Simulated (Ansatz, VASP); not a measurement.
# Ta: VASP beside Ansatz

Wanted: the spread between two codes on one cell, functional and k mesh. The structure shown is the end of the Ansatz relaxation below.

Program: Ansatz 0.2.0. Level of theory: plane waves, with VASP 6.6.1 beside it; single point at PBEsol. Results are calculated unless marked as measured.

### Step 1. Set-up

It takes space group P4_2/mmc (No. 131, tetragonal). The conventional cell has a = 5.306 Å, b = 5.306 Å, c = 5.192 Å, α = 90.00°, β = 90.00°, γ = 90.00°. Ta has 12 Ta at 2.92 to 2.96 Å nearest. Ta has 6 Ta at 2.60 to 2.95 Å nearest. Nearest to Ta lie 6 Ta at 2.65 to 2.96 Å.

Structure file:

```cif
data_structure
_symmetry_space_group_name_H-M 'P 1'
_symmetry_Int_Tables_number 1
_cell_length_a 5.3058
_cell_length_b 5.3058
_cell_length_c 5.1921
_cell_angle_alpha 90.000
_cell_angle_beta 90.000
_cell_angle_gamma 90.000
_cell_volume 146.16
loop_
_atom_site_label
_atom_site_type_symbol
_atom_site_fract_x
_atom_site_fract_y
_atom_site_fract_z
_atom_site_occupancy
Ta1 Ta 0.00000 0.00000 0.00000 1
Ta2 Ta 0.50000 0.50000 0.50000 1
Ta3 Ta 0.00000 0.50000 0.25000 1
Ta4 Ta 0.00000 0.50000 0.75000 1
Ta5 Ta 0.25074 0.00000 0.50000 1
Ta6 Ta 0.74926 0.00000 0.50000 1
Ta7 Ta 0.50000 0.75074 0.00000 1
Ta8 Ta 0.50000 0.24926 0.00000 1
```

### Step 2. Ansatz: relaxation, PBEsol

Ansatz runs on its PAW soft_1 files.

This run makes the geometry at which the two programs are then compared.

input.yaml

```yaml
crystal:
  lattice:
    - [5.30575523, 0.0, 0.0]
    - [0.0, 5.30575523, 0.0]
    - [0.0, 0.0, 5.221703662]
  atoms:
    - { symbol: Ta, position: [0.0, 0.0, 0.0] }
    - { symbol: Ta, position: [0.5, 0.5, 0.5] }
    - { symbol: Ta, position: [0.0, 0.5, 0.25] }
    - { symbol: Ta, position: [0.0, 0.5, 0.75] }
    - { symbol: Ta, position: [0.25, 0.0, 0.5] }
    - { symbol: Ta, position: [0.75, 0.0, 0.5] }
    - { symbol: Ta, position: [0.5, 0.75, 0.0] }
    - { symbol: Ta, position: [0.5, 0.25, 0.0] }
kpoints:
  mp_grid: { grid: [8, 8, 8] }
scf:
  occupations: { method: fermi_dirac, width: 0.05 }
hamiltonian:
  xc: pbesol
  pseudopotentials: { kind: paw, azcp: { folder: soft_1 }, xc_functional: pbe }
basis:
  ecutwfc: 600
output:
  forces: true
  stress: true
relax:
  f_tol: 0.005
  max_steps: 70
  cell: { stress_tol: 0.02, p_target: 0, fix: [a, b, alpha, beta, gamma] }
```

Run with:

```bash
ansatz run input.yaml --threads 4 --pin off --max-ram 10240MiB --backend cpu --events-out ev --progress --plain --runs-dir out
```

Numbers of over 12 decimals in the logs are rounded to 6 here.

Output:

```text
Engine: ansatz 0.2.0, aarch64-unknown-linux-gnu
Pseudopotentials: kind: paw
Pseudopotential: Ta, paw, valence charge 13, recommended cutoff 420 eV (normal), soft_1/Ta.paw.azcp
Functional definition: PBEsol
  exchange = pbesol_x
  correlation = pbesol_c
Crystal: 8 atoms, lattice volume = 146.996 Å³
Basis set: ecut = 600 eV, 4913 PW (Γ), exchange–correlation on 90×90×90 points (8 copies of the dense FFT grid, shifted against one another)
Bands: 63, of which v1, the nominal top of the filled ones, is band 52 counted from 1 (51 counted from 0)
Symmetry: 16 space group operations
Space group: P42/mmc (ITA 131), of the structure as read, at distance tolerance 5.3e-5 Å
k-points: 75 of 512
Non-local potential: Ta, projectors of the file, l = 0: 3, l = 1: 2, l = 2: 2, l = 3: 1
PAW form: soft (Blöchl's): semilocal exchange-correlation on the pseudo side does not see the compensation charge
PAW frozen core: Ta, regenerated for the run's functional, and the local potential with it (the file was generated under x = pbe(κ = 0.804, μ = 0.219515), c = pbe(β = 0.066725))
PAW one-centre angular grid: Ta, 590 points (default); XC on 64 Gauss nodes
Initial density: superposition of atomic densities (chi_scale 0.1, normalization cell)
Initial wavefunctions: pseudopotential atomic-orbital guess
Functional: x = pbesol(κ = 0.804, μ = 0.123457), c = pbesol(β = 0.046)
SCF iter   1: F=—  HF=-78460.167085 eV  |F-HF|=—  |Δ(HF+E_count)|=         —  Δρ=4.59e-2  dr2=3.19e0  ethr=3.10e-3  ⟨swp⟩=5.6  Hψ=18068  notcnv=0  defer=10
preconditioner: auto → Kerker (q_TF=auto, 2.575 Å⁻¹)  [metal: Δε(μ)=0.019 eV  Ē_g=4.233 eV  σ=0.050 eV  W_gap=0.09  n_scr=32 (ndim 8)  ℏωp=19.4 eV  f_vac=0.000  D(μ)=5.86/eV (n_scr^D=56)]
SCF iter   2: F=—  HF=-78459.327198 eV  |F-HF|=—  |Δ(HF+E_count)|=   8.40e-1  Δρ=2.76e-2  dr2=1.09e0  ethr=3.06e-3  ⟨swp⟩=2.0  Hψ=6010  notcnv=0  defer=135
SCF iter   3: F=—  HF=-78458.912162 eV  |F-HF|=—  |Δ(HF+E_count)|=   4.15e-1  Δρ=2.87e-3  dr2=1.42e-2  ethr=1.05e-3  ⟨swp⟩=2.5  Hψ=8746  notcnv=0  defer=135
SCF iter   4: F=—  HF=-78458.910245 eV  |F-HF|=—  |Δ(HF+E_count)|=   1.92e-3  Δρ=6.94e-4  dr2=3.57e-4  ethr=1.37e-5  ⟨swp⟩=2.0  Hψ=5674  notcnv=0  defer=135
SCF iter   5: F=—  HF=-78458.910235 eV  |F-HF|=—  |Δ(HF+E_count)|=   9.96e-6  Δρ=1.01e-4  dr2=8.35e-6  ethr=3.43e-7  ⟨swp⟩=2.4  Hψ=7595  notcnv=0  defer=135
SCF iter   6: F=—  HF=-78458.910127 eV  |F-HF|=—  |Δ(HF+E_count)|=   1.07e-4  Δρ=1.20e-5  dr2=2.02e-7  ethr=8.03e-9  ⟨swp⟩=2.3  Hψ=8468  notcnv=0  defer=135
SCF iter   7: F=-78458.910127 eV  HF=-78458.910127 eV  |F-HF|=3.35e-9  |Δ(HF+E_count)|=   3.82e-8  Δρ=2.44e-6  dr2=8.21e-9  ethr=9.62e-11  ⟨swp⟩=4.0  Hψ=14443  notcnv=0
SCF 1 converged in 7 iterations: F = -78458.910127 eV  dr2 = 8.21e-9
  greatest PAW one-centre occupation: 0.999 electrons in one spin orbital (limit 2), on the Ta atom at site 0 (counted from 0), in its partial waves of l = 0
relax step   1: F+E_penalty+E_count = -78458.91012731 eV  Δ(F+E_penalty+E_count) = +0.000e0 eV  max|allowed force component| = 8.476e-2 eV/Å  Δτ_max = 0.0000 Å  P = -2.798 GPa  Ω = 146.996 Å³  fix = [a, b, alpha, beta, gamma]  reactions: a -3.478, b -3.478 GPa  (7 SCF iters, dr2 threshold 1.00e-7 eV, accepted)
[...]
relax step   2: F+E_penalty+E_count = -78458.90902893 eV  Δ(F+E_penalty+E_count) = +1.098e-3 eV  max|allowed force component| = 8.710e-2 eV/Å  Δτ_max = 0.0080 Å  P = -0.399 GPa  Ω = 145.214 Å³  energy of the carried Pulay correction = +5.004e-5 eV  fix = [a, b, alpha, beta, gamma]  (6 SCF iters, dr2 threshold 8.00e-7 eV, rejected (line search))
[...]
relax step   3: F+E_penalty+E_count = -78458.91456314 eV  Δ(F+E_penalty+E_count) = -4.436e-3 eV  max|allowed force component| = 3.470e-5 eV/Å  Δτ_max = 0.0039 Å  P = -1.691 GPa  Ω = 146.162 Å³  energy of the carried Pulay correction = +2.335e-5 eV  fix = [a, b, alpha, beta, gamma]  reactions: a -2.535, b -2.535 GPa  (7 SCF iters, accepted)
[...]
relax step   4: F+E_penalty+E_count = -78458.91454063 eV  Δ(F+E_penalty+E_count) = +2.251e-5 eV  max|allowed force component| = 3.476e-5 eV/Å  Δτ_max = 0.0000 Å  P = -1.691 GPa  Ω = 146.162 Å³  fix = [a, b, alpha, beta, gamma]  reactions: a -2.535, b -2.535 GPa  stress off target by 1.57e-3 GPa on what of the cell is left free  SCF on the basis re-selected at this cell (its energy is not comparable with the rows above)  (8 SCF iters)
basis re-selected at this cell: Δ(F+E_penalty+E_count) = +2.251e-5 eV, ΔP = -0.000 GPa vs the last step (what re-selecting the basis moved, of the pressure what is left beyond the Pulay correction that the steps carried, after the strain that the cell walked since its last selection, with what the two solves' SCF thresholds leave and, on support functions, any second-order correction that the steps lacked; it is no m [...]
SCF converged after 8 iterations
Free energy (F): -78458.914541 eV
Harris-Foulkes:  -78458.914541 eV  (|F-HF|=2.91e-11)
Internal energy: -78458.849928 eV  (E = F + TS)
E sigma→0 (E₀):  -78458.882234 eV
Entropy (-TS):   -0.064613 eV (-8.077 meV/atom)
Fermi energy:    18.121285 eV
--- Per-component energies (eV) ---
  E_band       = -895.212199
  E_kinetic    = 3142.334882
  E_local      = -4506.421295  (includes V_loc(G=0)·N_el)
  E_nonlocal   = -69.299948
  E_hartree    = 1621.966245
  E_xc         = -2549.207110
  E_vxc        = -1865.989760  (∫ρ·V_xc dr)
  E_paw        = -65450.249146  (= ΣΔE_a)
  E_vpaw       = -839.768776  (= ΣTr[D̂ρ^β])
  E_aug_tail   = 0.000206  (compensation charges beyond the density's cutoff)
  E_ewald      = -10649.683465
  E_core_change = 1.709702  (= ΣΔE_core)
  E_smearing   = -0.064613  (= −TS)
  E_closure    = -0.000000  (closes the sum)
  Σ components = -78458.914541   (vs F -78458.914541, Δ=0.00e0)
--- Forces (eV/Å), atoms counted from 1 ---
  atom   1  Ta     0.00000000    -0.00000000    -0.00000000
  atom   2  Ta    -0.00000000    -0.00000000     0.00000000
  atom   3  Ta    -0.00000000    -0.00000000     0.00000000
  atom   4  Ta     0.00000000     0.00000000     0.00000000
  atom   5  Ta    -0.00003476     0.00000000     0.00000000
  atom   6  Ta     0.00003476    -0.00000000    -0.00000000
  atom   7  Ta     0.00000000    -0.00003476     0.00000000
  atom   8  Ta    -0.00000000     0.00003476    -0.00000000
  max |Σ_I F_I| component: 1.04e-17 eV/Å
--- Stress (GPa, compression-positive) ---
       -2.535390       0.000000      -0.000000
        0.000000      -2.535390      -0.000000
       -0.000000      -0.000000      -0.001573
  P = ⅓ Tr σ = -1.6908 GPa (-16.908 kbar)
--- Relaxed structure (3 steps of the walk, 2 accepted, 1 SCFs on fresh bases) ---
  F+E_penalty+E_count = -78458.91454063 eV   max|allowed force component| = 3.476e-5 eV/Å   (the final SCF, on the basis selected at the relaxed cell)
  cell:  # Å, volume = 146.1616 Å³
    - [5.30575523, 0, 0]
    - [0, 5.30575523, 0]
    - [0, 0, 5.192050]
  atoms:
    - { symbol: Ta, position: [0, 0, 0] }
    - { symbol: Ta, position: [0.500000, 0.500000, 0.500000] }
    - { symbol: Ta, position: [0, 0.500000, 0.250000] }
    - { symbol: Ta, position: [0, 0.500000, 0.750000] }
    - { symbol: Ta, position: [0.250738, 0, 0.500000] }
    - { symbol: Ta, position: [0.749262, 0, 0.500000] }
    - { symbol: Ta, position: [0.500000, 0.750738, 0] }
    - { symbol: Ta, position: [0.500000, 0.249262, 0] }
```

In the SCF lines HF is the Harris–Foulkes energy and dr2 the Hartree energy of the density residual, in eV; the loop may stop once dr2 is under the threshold and the program's other checks hold. Hψ counts applications of the Hamiltonian.

### Step 3. VASP: single point, PBEsol, pair 1

The same cell, functional, mesh and smearing now go to VASP, with its own data sets.

Lines of VASP's logs that name or quote its potential files are left out, and so is its time.

INCAR

```
SYSTEM = Ta
PREC = Accurate
ENCUT = 500
EDIFF = 1E-06
NELM = 120
ISMEAR = -1
SIGMA = 0.05
LREAL = .FALSE.
ALGO = Normal
GGA = PS
NBANDS = 54
LASPH = .TRUE.
LORBIT = 11
LWAVE = .FALSE.
LCHARG = .FALSE.
ISIF = 2
GGA_COMPAT = .FALSE.
KPAR = 2
```

POSCAR

```
Ta
1.0
    5.3057552300      0.0000000000      0.0000000000
    0.0000000000      5.3057552300      0.0000000000
    0.0000000000      0.0000000000      5.1920502728
Ta
8
Direct
    0.0000000000      0.0000000000      0.0000000000
    0.5000000000      0.5000000000      0.5000000000
    0.0000000000      0.5000000000      0.2500000000
    0.0000000000      0.5000000000      0.7500000000
    0.2507382017      0.0000000000      0.5000000000
    0.7492617983      0.0000000000      0.5000000000
    0.5000000000      0.7507382017      0.0000000000
    0.5000000000      0.2492617983      0.0000000000
```

KPOINTS

```
Automatic mesh
0
Gamma
8 8 8
0 0 0
```

The projector-augmented-wave data sets are Ta_pv (PBE family, release 64).

Run with:

```bash
mpirun -np 2 vasp_std
```

Output:

```text
[banner, memory and clock lines left out]
running    2 mpi-ranks, on    1 nodes
 distrk:  each k-point on    1 cores,    2 groups
 distr:  one band on    1 cores,    1 groups

 POSCAR found type information on POSCAR Ta
 POSCAR found :  1 types and       8 ions
|                                                                             |
|               ----> ADVICE to this user running VASP <----                  |
|                                                                             |
|     You enforced a specific xc type in the INCAR file but a different       |
|     [... a line on the potential file left out ...]
|     I HOPE YOU KNOW WHAT YOU ARE DOING!                                     |
|                                                                             |

 LDA part: xc-table for (Slater+PW92), standard interpolation
 POSCAR, INCAR and KPOINTS ok, starting setup
 FFT: planning ... GRIDC
 FFT: planning ... GRID_SOFT
 FFT: planning ... GRID
 WAVECAR not read
 entering main loop
       N       E                     dE             d eps       ncg     rms          rms(c)
DAV:   1     0.912074580218E+03    0.91207E+03   -0.47679E+04  8140   0.165E+03
DAV:   2    -0.561803678936E+02   -0.96825E+03   -0.94825E+03  8684   0.505E+02
DAV:   3    -0.102849561820E+03   -0.46669E+02   -0.44549E+02 10220   0.947E+01
DAV:   4    -0.104332685915E+03   -0.14831E+01   -0.14581E+01  9600   0.147E+01
DAV:   5    -0.104379725556E+03   -0.47040E-01   -0.46902E-01 10096   0.219E+00    0.388E+01
DAV:   6    -0.101112439638E+03    0.32673E+01   -0.37865E+00  9276   0.108E+01    0.188E+01
DAV:   7    -0.100083226316E+03    0.10292E+01   -0.33667E+00  9488   0.995E+00    0.119E+00
DAV:   8    -0.100064689996E+03    0.18536E-01   -0.12398E-01 10050   0.252E+00    0.749E-01
DAV:   9    -0.100057886601E+03    0.68034E-02   -0.29361E-02 10236   0.105E+00    0.303E-01
DAV:  10    -0.100056210189E+03    0.16764E-02   -0.95974E-03 10272   0.613E-01    0.128E-01
DAV:  11    -0.100056163004E+03    0.47185E-04   -0.79188E-04  9346   0.155E-01    0.736E-02
DAV:  12    -0.100056162161E+03    0.84318E-06   -0.64658E-05 10378   0.498E-02    0.209E-02
DAV:  13    -0.100056159482E+03    0.26791E-05   -0.79945E-06  8392   0.186E-02    0.620E-03
DAV:  14    -0.100056158458E+03    0.10236E-05   -0.12453E-06  5384   0.774E-03    0.135E-03
DAV:  15    -0.100056158439E+03    0.18892E-07   -0.18893E-07  5358   0.248E-03
   1 F= -.10005616E+03 E0= -.10002394E+03  d E =-.644401E-01
```

Parts of OUTCAR (step 3):

```text
ion  position               nearest neighbor table
   1  0.000  0.000  0.000-   5 2.92   6 2.92   5 2.92   6 2.92   3 2.95   4 2.95   3 2.95   4 2.95
                             7 2.96   8 2.96   7 2.96   8 2.96
   2  0.500  0.500  0.500-   7 2.92   8 2.92   7 2.92   8 2.92   3 2.95   4 2.95   3 2.95   4 2.95
                             5 2.96   6 2.96   5 2.96   6 2.96
   3  0.000  0.500  0.250-   4 2.60   4 2.60   1 2.95   2 2.95   1 2.95   2 2.95   8 3.24   5 3.24
                             6 3.24   5 3.24   6 3.24   7 3.24   7 3.24   8 3.24
   4  0.000  0.500  0.750-   3 2.60   3 2.60   1 2.95   2 2.95   1 2.95   2 2.95   8 3.24   5 3.24
                             6 3.24   5 3.24   6 3.24   7 3.24   7 3.24   8 3.24
   5  0.251  0.000  0.500-   6 2.65   6 2.66   1 2.92   1 2.92   2 2.96   2 2.96   7 3.20   8 3.20
                             8 3.20   7 3.20   3 3.24   3 3.24   4 3.24   4 3.24
   6  0.749  0.000  0.500-   5 2.65   5 2.66   1 2.92   1 2.92   2 2.96   2 2.96   7 3.20   7 3.20
                             8 3.20   8 3.20   4 3.24   3 3.24   3 3.24   4 3.24
   7  0.500  0.751  0.000-   8 2.65   8 2.66   2 2.92   2 2.92   1 2.96   1 2.96   5 3.20   6 3.20
                             5 3.20   6 3.20   3 3.24   4 3.24   3 3.24   4 3.24
   8  0.500  0.249  0.000-   7 2.65   7 2.66   2 2.92   2 2.92   1 2.96   1 2.96   6 3.20   5 3.20
                             6 3.20   5 3.20   4 3.24   3 3.24   3 3.24   4 3.24

  LATTYP: Found a simple tetragonal cell.
 ALAT       =     5.3057552300
 C/A-ratio  =     0.9785695057

 Subroutine GETGRP returns: Found 16 space group operations
 (whereof  8 operations were pure point group operations)

The static configuration has the point symmetry D_2h.
 The point group associated with its full space group is D_4h.

 Found     75 irreducible k-points:

   k-points           NKPTS =     75   k-points in BZ     NKDIM =     75   number of bands    NBANDS=     54

   dimension x,y,z NGX =    40 NGY =   40 NGZ =   40
   dimension x,y,z NGXF=    80 NGYF=   80 NGZF=   80

   ENCUT  =  500.0 eV  36.75 Ry    6.06 a.u.   9.67  9.67  9.47*2*pi/ulx,y,z

   NELECT =      88.0000    total number of electrons

 k-points in reciprocal lattice and weights: Automatic mesh
   0.00000000  0.00000000  0.00000000       0.002
   0.12500000  0.00000000  0.00000000       0.008
   0.25000000  0.00000000  0.00000000       0.008
   0.37500000  0.00000000  0.00000000       0.008
   0.50000000  0.00000000  0.00000000       0.004
   0.12500000  0.12500000  0.00000000       0.008
   0.25000000  0.12500000  0.00000000       0.016
   0.37500000  0.12500000  0.00000000       0.016
   0.50000000  0.12500000  0.00000000       0.008
[...]
0.50000000  0.37500000  0.50000000       0.008
   0.50000000  0.50000000  0.50000000       0.002

 average (electrostatic) potential at core
       1 -36.4660       2 -36.4660       3 -36.4572       4 -36.4572       5 -36.4812
       6 -36.4812       7 -36.4812       8 -36.4812

 E-fermi :   5.2982

 k-point     1 :       0.0000    0.0000    0.0000
  band No.  band energies     occupation
    ...
     40       4.1651      2.00000
     41       4.1651      2.00000
     42       4.3668      2.00000
     43       4.4231      2.00000
     44       4.6060      2.00000
     45       5.3676      0.39913
     46       5.4214      0.15690
     47       6.1255      0.00000
     48       6.1255      0.00000
     49       6.1564      0.00000
    ...

 k-point     2 :       0.1250    0.0000    0.0000
  band No.  band energies     occupation
    ...
     40       4.0945      2.00000
     41       4.3036      2.00000
     42       4.4863      2.00000
     43       4.7478      1.99997
     44       4.8561      1.99971
     45       5.3950      0.25194
     46       5.4544      0.08421
     47       6.1013      0.00000
     48       6.1222      0.00000
     49       6.2865      0.00000
    ...

 k-point     3 :       0.2500    0.0000    0.0000
  band No.  band energies     occupation
    ...
     40       4.1474      2.00000
     41       4.6492      2.00000
     42       4.8207      1.99986
     43       4.9046      1.99924
     44       5.0447      1.98751
     45       5.4577      0.07912
     46       5.6717      0.00114
     47       5.9991      0.00000
     48       6.0049      0.00000
     49       6.6998      0.00000
    ...

  Total       -2.1906845     -2.1906845      0.1836833     -0.0000000      0.0000000      0.0000000
  in kB      -24.0135909    -24.0135909      2.0134778     -0.0000000      0.0000000      0.0000000
  external PRESSURE =     -15.3379014 kB  Pullay stress =       0.0000000 kB

  energy-cutoff  :      500.00
  volume of cell :      146.16
      direct lattice vectors                 reciprocal lattice vectors
     5.305755230  0.000000000  0.000000000     0.188474582  0.000000000  0.000000000
     0.000000000  5.305755230  0.000000000     0.000000000  0.188474582  0.000000000
     0.000000000  0.000000000  5.192050273     0.000000000  0.000000000  0.192602141

 POSITION                                       TOTAL-FORCE (eV/Angst)
 -----------------------------------------------------------------------------------
      0.00000      0.00000      0.00000        -0.000000      0.000000      0.000000
      2.65288      2.65288      2.59603        -0.000000      0.000000      0.000000
      0.00000      2.65288      1.29801        -0.000000      0.000000     -0.000000
      0.00000      2.65288      3.89404        -0.000000      0.000000      0.000000
      1.33036      0.00000      2.59603        -0.001918      0.000000      0.000000
      3.97540      0.00000      2.59603         0.001918      0.000000      0.000000
      2.65288      3.98323      0.00000        -0.000000     -0.001918      0.000000
      2.65288      1.32252      0.00000        -0.000000      0.001918      0.000000
 -----------------------------------------------------------------------------------
    total drift:                               -0.000000      0.000000      0.000000

  FREE ENERGIE OF THE ION-ELECTRON SYSTEM (eV)
  ---------------------------------------------------
  free  energy   TOTEN  =      -100.0561584392 eV

  energy  without entropy=      -99.9917183521  energy(sigma->0) =     -100.02393840

 total charge
# of ion       s       p       d       tot
------------------------------------------
    1        0.394   6.200   2.314   8.908
    2        0.394   6.200   2.314   8.908
    3        0.373   6.175   2.385   8.933
    4        0.373   6.175   2.385   8.933
    5        0.372   6.181   2.352   8.905
    6        0.372   6.181   2.352   8.905
    7        0.372   6.181   2.352   8.905
    8        0.372   6.181   2.352   8.905
--------------------------------------------------
tot          3.021  49.476  18.804  71.301

[... 3 further parts left out ...]
```

The run ends at a pressure of -1.53 GPa, with forces up to 0.0019 eV/Å.

### Step 4. Side by side

Known differences besides the potentials themselves: the data sets hold 104 valence electrons in Ansatz (on its PAW soft_1 files) and 88 in VASP; the cutoff is 600 eV in Ansatz and 500 eV in VASP; Ansatz makes its cores anew for this functional, VASP keeps those of its PBE data sets; Ansatz's pressure holds a Pulay correction, VASP's none. Total energies have different zeros and are not compared.

Compared:

| quantity | Ansatz | VASP | difference |
| --- | --- | --- | --- |
| pressure (GPa) | -1.69 | -1.53 | -0.16 |

(Continued in part 2 of 2.)

[Lines on the potential files, build, host, timing and source positions are cut from VASP's logs without a mark.]

[Logs are printed without paths, hosts, clocks, repeated set-up lines and the standing remarks that a program may print on its own settings, such as how far it seeks lower states.]

[Hosts, paths, dates, database ids (printed as entryN), source tags and the programs' standing remarks are cut or masked in the printed files.]
